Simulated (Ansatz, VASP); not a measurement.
# WS2 (Tungstenite): VASP beside Ansatz, part 2 of 3

One calculation is typed for both programs; each brings its own data sets. How far apart do they land? The cell is taken from a series of runs on this material, whose earlier steps may have relaxed, scaled, displaced or heated it; both programs get it as it stands.

VASP 6.6.1 and Ansatz 0.2.0.

So far: The structure; VASP: zone-centre phonons, PBEsol.

**2. VASP: zone-centre phonons, PBEsol (continued)**

Level of this step: PBEsol, no spin polarisation; plane waves and PAW (W, S) (VASP).

OUTCAR, selected parts (step 2):

```text
ion  position               nearest neighbor table
   1  0.333  0.667  0.250-   4 2.40   6 2.40   4 2.40   6 2.40   4 2.40   6 2.40
   2  0.667  0.333  0.750-   3 2.40   5 2.40   3 2.40   5 2.40   3 2.40   5 2.40
   3  0.333  0.667  0.623-   2 2.40   2 2.40   2 2.40
   4  0.667  0.333  0.123-   1 2.40   1 2.40   1 2.40
   5  0.333  0.667  0.877-   2 2.40   2 2.40   2 2.40
   6  0.667  0.333  0.377-   1 2.40   1 2.40   1 2.40

  LATTYP: Found a hexagonal cell.
 ALAT       =     3.1532000000
 C/A-ratio  =     3.9080933655

 Subroutine GETGRP returns: Found 24 space group operations
 (whereof 12 operations were pure point group operations)

The static configuration has the point symmetry D_3d.
 The point group associated with its full space group is D_6h.

 Found     24 irreducible k-points:

   k-points           NKPTS =     24   k-points in BZ     NKDIM =     24   number of bands    NBANDS=     24

   dimension x,y,z NGX =    28 NGY =   28 NGZ =   98
   dimension x,y,z NGXF=    56 NGYF=   56 NGZF=  196

   ENCUT  =  600.0 eV  44.10 Ry    6.64 a.u.   6.30  6.30 24.61*2*pi/ulx,y,z

   NELECT =      36.0000    total number of electrons

 k-points in reciprocal lattice and weights: Automatic mesh
   0.00000000  0.00000000  0.00000000       0.006
   0.11111111  0.00000000  0.00000000       0.037
   0.22222222  0.00000000  0.00000000       0.037
   0.33333333  0.00000000  0.00000000       0.037
   0.44444444  0.00000000  0.00000000       0.037
   0.11111111  0.11111111  0.00000000       0.037
   0.22222222  0.11111111  0.00000000       0.074
   0.33333333  0.11111111  0.00000000       0.074
   0.44444444  0.11111111  0.00000000       0.037
[...]
0.33333333  0.22222222  0.50000000       0.074
   0.33333333  0.33333333  0.50000000       0.012

 average (electrostatic) potential at core
       1 -39.6065       2 -39.6065       3 -85.7651       4 -85.7651       5 -85.7651
       6 -85.7651

  Total       -0.6085005     -0.6085005      0.4210074     -0.0000000      0.0000000      0.0000000
  in kB       -9.1880096     -9.1880096      6.3569707     -0.0000000      0.0000000      0.0000000
  external PRESSURE =      -4.0063495 kB  Pullay stress =       0.0000000 kB

  energy-cutoff  :      600.00
  volume of cell :      106.11
      direct lattice vectors                 reciprocal lattice vectors
     3.153200000  0.000000000  0.000000000     0.317138145  0.183099794  0.000000000
    -1.576600000  2.730751303  0.000000000     0.000000000  0.366199587  0.000000000
     0.000000000  0.000000000 12.323000000     0.000000000  0.000000000  0.081149071

 POSITION                                       TOTAL-FORCE (eV/Angst)
[...]
2     0.00000     0.33752    -0.00000
    3    -0.00000     0.00000     0.24725

 Eigenvectors and eigenvalues of the dynamical matrix
 ----------------------------------------------------

   1 f  =   13.185476 THz    82.846791 2PiTHz  439.820147 cm-1    54.530724 meV
             X         Y         Z           dx          dy          dz
     -0.000000  1.820501  3.080750    -0.000000    0.000000   -0.354204
      1.576600  0.910250  9.242250    -0.000000   -0.000000    0.354204
     -0.000000  1.820501  7.678687     0.000000    0.000000   -0.432747
      1.576600  0.910250  1.517187     0.000000   -0.000000    0.432747
     -0.000000  1.820501 10.805813     0.000000    0.000000   -0.432747
      1.576600  0.910250  4.644313     0.000000   -0.000000    0.432747

   2 f  =   13.075471 THz    82.155607 2PiTHz  436.150763 cm-1    54.075778 meV
             X         Y         Z           dx          dy          dz
     -0.000000  1.820501  3.080750     0.000000   -0.000000    0.359604
      1.576600  0.910250  9.242250    -0.000000   -0.000000    0.359604
     -0.000000  1.820501  7.678687     0.000000    0.000000   -0.430514
      1.576600  0.910250  1.517187    -0.000000    0.000000   -0.430514
     -0.000000  1.820501 10.805813     0.000000    0.000000   -0.430514
      1.576600  0.910250  4.644313    -0.000000    0.000000   -0.430514

   3 f  =   12.668441 THz    79.598165 2PiTHz  422.573721 cm-1    52.392440 meV
             X         Y         Z           dx          dy          dz
     -0.000000  1.820501  3.080750     0.000000   -0.000000    0.000000
      1.576600  0.910250  9.242250    -0.000000    0.000000   -0.000000
     -0.000000  1.820501  7.678687     0.000000   -0.000000   -0.500000
      1.576600  0.910250  1.517187    -0.000000    0.000000   -0.500000
     -0.000000  1.820501 10.805813     0.000000   -0.000000    0.500000
      1.576600  0.910250  4.644313    -0.000000    0.000000    0.500000

   4 f  =   12.587641 THz    79.090482 2PiTHz  419.878511 cm-1    52.058277 meV
             X         Y         Z           dx          dy          dz
     -0.000000  1.820501  3.080750     0.000000   -0.000000    0.000000
      1.576600  0.910250  9.242250     0.000000   -0.000000   -0.000000
     -0.000000  1.820501  7.678687    -0.000000    0.000000    0.500000
      1.576600  0.910250  1.517187    -0.000000    0.000000   -0.500000
     -0.000000  1.820501 10.805813    -0.000000    0.000000   -0.500000
      1.576600  0.910250  4.644313    -0.000000    0.000000    0.500000

   5 f  =   10.670301 THz    67.043481 2PiTHz  355.922943 cm-1    44.128801 meV
             X         Y         Z           dx          dy          dz
     -0.000000  1.820501  3.080750    -0.357512    0.000012    0.000000
      1.576600  0.910250  9.242250     0.357512   -0.000012    0.000000
     -0.000000  1.820501  7.678687    -0.431385    0.000014   -0.000000
      1.576600  0.910250  1.517187     0.431385   -0.000014   -0.000000
     -0.000000  1.820501 10.805813    -0.431385    0.000014    0.000000
      1.576600  0.910250  4.644313     0.431385   -0.000014    0.000000

   6 f  =   10.670301 THz    67.043481 2PiTHz  355.922943 cm-1    44.128801 meV
             X         Y         Z           dx          dy          dz
     -0.000000  1.820501  3.080750     0.000012    0.357512    0.000000
      1.576600  0.910250  9.242250    -0.000012   -0.357512   -0.000000
     -0.000000  1.820501  7.678687     0.000014    0.431385   -0.000000
      1.576600  0.910250  1.517187    -0.000014   -0.431385   -0.000000
     -0.000000  1.820501 10.805813     0.000014    0.431385    0.000000
      1.576600  0.910250  4.644313    -0.000014   -0.431385    0.000000

   7 f  =   10.666669 THz    67.020659 2PiTHz  355.801784 cm-1    44.113779 meV
             X         Y         Z           dx          dy          dz
     -0.000000  1.820501  3.080750     0.359607   -0.000013   -0.000000
      1.576600  0.910250  9.242250     0.359607   -0.000013    0.000000
     -0.000000  1.820501  7.678687    -0.430513    0.000016   -0.000000
      1.576600  0.910250  1.517187    -0.430513    0.000016    0.000000
     -0.000000  1.820501 10.805813    -0.430513    0.000016    0.000000
      1.576600  0.910250  4.644313    -0.430513    0.000016   -0.000000

   8 f  =   10.666669 THz    67.020659 2PiTHz  355.801784 cm-1    44.113779 meV
             X         Y         Z           dx          dy          dz
     -0.000000  1.820501  3.080750     0.000013    0.359607    0.000000
      1.576600  0.910250  9.242250     0.000013    0.359607    0.000000
     -0.000000  1.820501  7.678687    -0.000016   -0.430513    0.000000
      1.576600  0.910250  1.517187    -0.000016   -0.430513   -0.000000
     -0.000000  1.820501 10.805813    -0.000016   -0.430513   -0.000000
      1.576600  0.910250  4.644313    -0.000016   -0.430513    0.000000

   9 f  =    8.951467 THz    56.243723 2PiTHz  298.588785 cm-1    37.020275 meV
             X         Y         Z           dx          dy          dz
     -0.000000  1.820501  3.080750     0.000000   -0.000000    0.000000
      1.576600  0.910250  9.242250     0.000000    0.000000   -0.000000
     -0.000000  1.820501  7.678687    -0.500000   -0.000009    0.000000
      1.576600  0.910250  1.517187    -0.500000   -0.000009   -0.000000
     -0.000000  1.820501 10.805813     0.500000    0.000009    0.000000
      1.576600  0.910250  4.644313     0.500000    0.000009    0.000000

  10 f  =    8.951467 THz    56.243723 2PiTHz  298.588785 cm-1    37.020275 meV
             X         Y         Z           dx          dy          dz
     -0.000000  1.820501  3.080750     0.000000   -0.000000   -0.000000
      1.576600  0.910250  9.242250     0.000000    0.000000    0.000000
     -0.000000  1.820501  7.678687     0.000009   -0.500000    0.000000
      1.576600  0.910250  1.517187     0.000009   -0.500000    0.000000
     -0.000000  1.820501 10.805813    -0.000009    0.500000    0.000000
      1.576600  0.910250  4.644313    -0.000009    0.500000   -0.000000

  11 f  =    8.877666 THz    55.780020 2PiTHz  296.127058 cm-1    36.715059 meV
             X         Y         Z           dx          dy          dz
     -0.000000  1.820501  3.080750    -0.000000    0.000000   -0.000000
      1.576600  0.910250  9.242250     0.000000    0.000000    0.000000
     -0.000000  1.820501  7.678687    -0.500000   -0.000008    0.000000
      1.576600  0.910250  1.517187     0.500000    0.000008    0.000000
     -0.000000  1.820501 10.805813     0.500000    0.000008   -0.000000
      1.576600  0.910250  4.644313    -0.500000   -0.000008   -0.000000

  12 f  =    8.877666 THz    55.780020 2PiTHz  296.127058 cm-1    36.715059 meV
             X         Y         Z           dx          dy          dz
     -0.000000  1.820501  3.080750    -0.000000    0.000000    0.000000
      1.576600  0.910250  9.242250     0.000000    0.000000    0.000000
     -0.000000  1.820501  7.678687     0.000008   -0.500000    0.000000
      1.576600  0.910250  1.517187    -0.000008    0.500000    0.000000
     -0.000000  1.820501 10.805813    -0.000008    0.500000    0.000000
      1.576600  0.910250  4.644313     0.000008   -0.500000    0.000000

  13 f  =    1.162070 THz     7.301501 2PiTHz   38.762483 cm-1     4.805933 meV
             X         Y         Z           dx          dy          dz
     -0.000000  1.820501  3.080750    -0.000000   -0.000000    0.611997
      1.576600  0.910250  9.242250     0.000000   -0.000000   -0.611997
     -0.000000  1.820501  7.678687     0.000000   -0.000000   -0.250460
      1.576600  0.910250  1.517187     0.000000   -0.000000    0.250460
     -0.000000  1.820501 10.805813     0.000000   -0.000000   -0.250460
      1.576600  0.910250  4.644313    -0.000000   -0.000000    0.250460
    [... 43 further lines ...]
     -0.000000  1.820501 10.805813    -0.249715   -0.047971    0.000000
      1.576600  0.910250  4.644313    -0.249715   -0.047971    0.000000

 MACROSCOPIC STATIC DIELECTRIC TENSOR IONIC CONTRIBUTION
 ------------------------------------------------------
           0.070212    -0.000000    -0.000000
          -0.000000     0.070212    -0.000000
          -0.000000    -0.000000     0.025074
 ------------------------------------------------------

 ELASTIC MODULI CONTR FROM IONIC RELAXATION (kBar)
 Direction    XX          YY          ZZ          XY          YZ          ZX
 --------------------------------------------------------------------------------
 XX        -513.5013   -329.8782  -1094.8310      0.0000      0.0000      0.0000
 YY        -329.8782   -513.5013  -1094.8310     -0.0000     -0.0000     -0.0000
 ZZ       -1094.8310  -1094.8310  -2842.5043     -0.0000     -0.0000      0.0000
 XY           0.0000     -0.0000     -0.0000    -91.8116     -0.0000     -0.0000
 YZ           0.0000     -0.0000     -0.0000     -0.0000  -1494.7592     -0.0000
 ZX           0.0000     -0.0000      0.0000      0.0000     -0.0000  -1258.6503
 --------------------------------------------------------------------------------

 PIEZOELECTRIC TENSOR IONIC CONTR  for field in x, y, z        (C/m^2)
          XX          YY          ZZ          XY          YZ          ZX
  --------------------------------------------------------------------------------
  x    -0.00000     0.00000     0.00000    -0.00000     0.00000     0.00000
  y    -0.00000     0.00000     0.00000    -0.00000    -0.00000    -0.00000
  z     0.00000    -0.00000     0.00000     0.00000     0.00000     0.00000
```

This run has no spin polarisation, so a moment on W, if there is one, isn't seen. The dielectric response converges more slowly with the mesh than energies do, so tensor and charges may still move on a finer one. The data set W keeps the semicore shell frozen, which is cheaper and a little less accurate.

[end of part 2 of 3]

[Lines on the potential files, build, host, timing and source positions are cut from VASP's logs without a mark.]

[Logs are printed without paths, hosts, clocks, repeated set-up lines and the standing remarks that a program may print on its own settings, such as how far it seeks lower states.]

[Hosts, paths, dates, database ids (printed as entryN), source tags and the programs' standing remarks are cut or masked in the printed files.]
